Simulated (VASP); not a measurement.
Output of a VASP run:

File OSZICAR:
```
...
DAV:   4    -0.176420219502E+03    0.14926E-04   -0.83690E-05  1098   0.866E-02
  30 F= -.17642022E+03 E0= -.17642022E+03  d E =0.535884E-04
       N       E                     dE             d eps       ncg     rms          rms(c)
DAV:   1    -0.176420307933E+03   -0.73505E-04   -0.15543E-03  2151   0.174E-01    0.695E-02
DAV:   2    -0.176420374644E+03   -0.66712E-04   -0.12796E-03  2745   0.219E-01    0.110E-01
DAV:   3    -0.176420271977E+03    0.10267E-03   -0.73184E-04  2501   0.196E-01    0.460E-02
DAV:   4    -0.176420256113E+03    0.15864E-04   -0.78518E-05  1098   0.806E-02
  31 F= -.17642026E+03 E0= -.17642026E+03  d E =0.169776E-04
       N       E                     dE             d eps       ncg     rms          rms(c)
DAV:   1    -0.176420265556E+03    0.64211E-05   -0.12349E-04  1078   0.493E-02    0.317E-02
DAV:   2    -0.176420274279E+03   -0.87235E-05   -0.17743E-04  1134   0.105E-01
  32 F= -.17642027E+03 E0= -.17642027E+03  d E =-.118923E-05
       N       E                     dE             d eps       ncg     rms          rms(c)
DAV:   1    -0.176420259412E+03    0.61437E-05   -0.61896E-05  1078   0.811E-02    0.224E-02
DAV:   2    -0.176420280396E+03   -0.20984E-04   -0.12115E-04  1114   0.124E-01
  33 F= -.17642028E+03 E0= -.17642028E+03  d E =-.730618E-05
       N       E                     dE             d eps       ncg     rms          rms(c)
DAV:   1    -0.176420259089E+03    0.32287E-06   -0.63350E-05  1103   0.103E-01    0.139E-02
DAV:   2    -0.176420261778E+03   -0.26888E-05   -0.31365E-05  1078   0.572E-02
  34 F= -.17642026E+03 E0= -.17642026E+03  d E =0.113121E-04
       N       E                     dE             d eps       ncg     rms          rms(c)
DAV:   1    -0.176420257615E+03    0.14748E-05   -0.18993E-05  1078   0.525E-02    0.111E-02
DAV:   2    -0.176420264588E+03   -0.69735E-05   -0.27287E-05  1078   0.666E-02
  35 F= -.17642026E+03 E0= -.17642026E+03  d E =0.850214E-05
       N       E                     dE             d eps       ncg     rms          rms(c)
DAV:   1    -0.176420686804E+03   -0.42919E-03   -0.10375E-02  2277   0.530E-01    0.208E-01
DAV:   2    -0.176421178097E+03   -0.49129E-03   -0.11109E-02  3126   0.588E-01    0.295E-01
DAV:   3    -0.176420295388E+03    0.88271E-03   -0.55930E-03  3041   0.428E-01    0.650E-02
DAV:   4    -0.176420284254E+03    0.11135E-04   -0.23912E-04  1460   0.125E-01
  36 F= -.17642028E+03 E0= -.17642028E+03  d E =-.196654E-04
       N       E                     dE             d eps       ncg     rms          rms(c)
DAV:   1    -0.176420251854E+03    0.43534E-04   -0.55101E-05  1088   0.458E-02    0.181E-02
DAV:   2    -0.176420263960E+03   -0.12106E-04   -0.91274E-05  1106   0.911E-02
  37 F= -.17642026E+03 E0= -.17642026E+03  d E =0.627755E-06
       N       E                     dE             d eps       ncg     rms          rms(c)
DAV:   1    -0.176420538299E+03   -0.28644E-03   -0.37189E-03  2323   0.336E-01    0.150E-01
DAV:   2    -0.176420881505E+03   -0.34321E-03   -0.66092E-03  3113   0.447E-01    0.230E-01
DAV:   3    -0.176420358813E+03    0.52269E-03   -0.31817E-03  2942   0.337E-01    0.597E-02
DAV:   4    -0.176420340560E+03    0.18253E-04   -0.14962E-04  1135   0.104E-01
  38 F= -.17642034E+03 E0= -.17642034E+03  d E =-.765993E-04
```

OUTCAR:
```
------------------------ aborting loop because EDIFF is reached ----------------------------------------
  FORCE on cell =-STRESS in cart. coord.  units (eV):
  Direction    XX          YY          ZZ          XY          YZ          ZX
  --------------------------------------------------------------------------------------
  Total       -0.1379961     -0.1233755     -0.1373961     -0.0016817      0.0089626     -0.0066489
  in kB       -0.8663933     -0.7745992     -0.8626264     -0.0105584      0.0562705     -0.0417447
  external PRESSURE =      -0.8345396 kB  Pullay stress =       0.0000000 kB
  volume of cell :      255.19
      direct lattice vectors                 reciprocal lattice vectors
     4.658568931 -3.697337854 -0.000038082     0.107333196 -0.135227271 -0.000003293
     4.658535158  3.697593432  0.000043562     0.107325777  0.135228251  0.000001384
     0.000065900 -0.000128099  7.407594342    -0.000000079 -0.000001490  0.134996593
 POSITION                                       TOTAL-FORCE (eV/Angst)
 -----------------------------------------------------------------------------------
      4.65894     -2.28365      2.32607        -0.002721     -0.002766     -0.000575
      4.65842      2.28396      5.08144        -0.000626     -0.000077      0.003128
      4.65835     -1.41299      6.02987         0.002074     -0.005138      0.000263
      4.65868      1.41316      1.37791        -0.000076      0.005024     -0.002872
      6.65647     -0.00015      7.40746        -0.004876      0.002308      0.002420
      2.66058     -0.00019      7.40753         0.003969      0.000563      0.000866
      7.32021      0.00021      3.70375        -0.007095      0.000475      0.001027
      1.99732      0.00002      3.70380         0.003747      0.000875      0.000825
      5.83535      0.34445      5.36691        -0.002869     -0.003208      0.002725
      3.48242     -0.34401      2.04040        -0.001708      0.000334     -0.000333
      8.14147     -0.34410      1.66319        -0.007546      0.000667      0.000136
      1.17617      0.34369      5.74454         0.004999      0.003489     -0.002625
      5.83613     -0.34440      2.04057        -0.007122      0.004063     -0.001363
      3.48167      0.34439      5.36701         0.002209     -0.003462      0.002464
      8.14069      0.34496      5.74418        -0.001980     -0.007000      0.001255
      1.17695     -0.34419      1.66344        -0.000329      0.000032     -0.001130
      5.86231     -1.66800      4.09783         0.001240     -0.001133     -0.005028
      3.45481      1.66815      3.31048         0.000567      0.000868     -0.004023
      3.45419     -2.02910      0.39357         0.006591      0.000791     -0.001961
      5.86143      2.02885      7.01439         0.008245      0.003265     -0.002533
      5.86226      1.66802      3.31032         0.000441      0.003389      0.000409
      3.45504     -1.66765      4.09684        -0.001080     -0.005636      0.003784
      3.45462      2.02905      7.01398        -0.000874      0.000942      0.003815
      5.86160     -2.02910      0.39331         0.004820      0.001334     -0.000673
 -----------------------------------------------------------------------------------
    total drift:                                0.000631      0.000655      0.000019
  FREE ENERGIE OF THE ION-ELECTRON SYSTEM (eV)
  ---------------------------------------------------
  free  energy   TOTEN  =      -176.4203405596 eV

  energy  without entropy=     -176.4203405596  energy(sigma->0) =     -176.42034056

 reached required accuracy - stopping structural energy minimisation
```
(Selected blocks of OUTCAR.)

File POSCAR:
```
FeSi2
1
    4.9071550000    -3.8488200000     0.0000000000
    4.9071550000     3.8488200000     0.0000000000
    0.0000000000     0.0000000000     7.7500300000
Fe Si
8 16
Direct
  0.7907330000   0.2076440000   0.3188270000
  0.1942260000   0.8140330000   0.6867140000
  0.6830030000   0.3130120000   0.8226130000
  0.2869130000   0.6767840000   0.1904380000
  0.7078010000   0.7108820000   0.0056510000
  0.2864300000   0.2980220000  -0.0073140000
  0.7760340000   0.7720640000   0.5238140000
  0.2090470000   0.2308770000   0.5052850000
  0.5776650000   0.6475280000   0.7212240000
  0.4382790000   0.3201690000   0.2586720000
  0.8951280000   0.8315280000   0.2193440000
  0.0697950000   0.1763490000   0.7789130000
  0.6800140000   0.5796000000   0.2710610000
  0.3355930000   0.4131040000   0.7336870000
  0.8452410000   0.9070240000   0.7854150000
  0.1950670000   0.0833420000   0.2297590000
  0.8651940000   0.4115700000   0.5430790000
  0.1400620000   0.5970780000   0.4504610000
  0.6417580000   0.0810040000   0.0474770000
  0.3552890000   0.8998190000   0.9381710000
  0.4169950000   0.8765310000   0.4465620000
  0.6175200000   0.1470260000   0.5521570000
  0.0838420000   0.6424930000   0.9436010000
  0.9083710000   0.3625160000   0.0343900000
```

Reconstruct the remaining input files.

This is not unique; one that fits is the input of the run itself, PBEsol GGA, plane waves, VASP's PBE PAW potentials (set 64).

File KPOINTS:
```
Automatic mesh
0
Gamma
3 3 3
0.5 0.5 0.5
```

INCAR:
```
LWAVE = .FALSE.
ALGO = Normal   # blocked Davidson
PREC = Accurate
NSW = 50   # most ionic steps
IBRION = 2   # conjugate gradients
EDIFFG = -0.01
SYSTEM = FeSi2
ISMEAR = 0   # Gaussian
EDIFF = 1E-04   # SCF stop (eV)
ENCUT = 180
SIGMA = 0.02
LREAL = Auto
LMAXMIX = 4   # l cut-off of mixed one-centre charges
GGA = PS
ISIF = 3   # ions, shape and volume
NELM = 100   # most electronic steps
LCHARG = .FALSE.
LASPH = .TRUE.
```

POTCAR, in this order: Fe Si (PBE.64 set). Program: vasp_std.

At this cut-off the stress carries a Pulay error, which pulls relaxed volumes low.  Energy and stress use the plane-wave basis of the starting cell.

The structure comes from a computed database's FeSi2 entry, a phase known from measurement. This run relaxes it. The run is one of a series of settings (EDIFF = 1E-04, EDIFFG = -0.01, ENCUT = 180, IBRION = 2, ISIF = 3, NSW = 50, KPOINTS 3×3×3 Γ-centred mesh shifted by (0.5, 0.5, 0.5) against the base run), some of them coarse on purpose. The run is not spin-polarised, so no magnetic state was tried.
